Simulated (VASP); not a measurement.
Given:

```
MgO
1.0
    0.00000     2.12153     2.12153
    2.12153     0.00000     2.12153
    2.12153     2.12153     0.00000
Mg O
1 1
Direct
  0.00000   0.00000   0.00000
  0.50000   0.50000   0.50000
```

All values below come from PBE GGA with D3 dispersion (Becke-Johnson damping), VASP's PBE PAW potentials (set 64) (plane waves; VASP). Numerical set-up: 520 eV cut-off, 11×11×11 Γ-centred mesh, Gaussian smearing of 0.050 eV, potentials Mg O.

Problem. Give the stress tensor in GPa (positive for a compressed cell).

Solution. 
```
-4.53   0.00   0.00
 0.00  -4.53   0.00
 0.00   0.00  -4.53
```
The pressure is its mean diagonal, -4.53 GPa.

The compound is MgO in the rock salt structure. This cell is one point of a volume scan, at 1.03 of the reference volume.
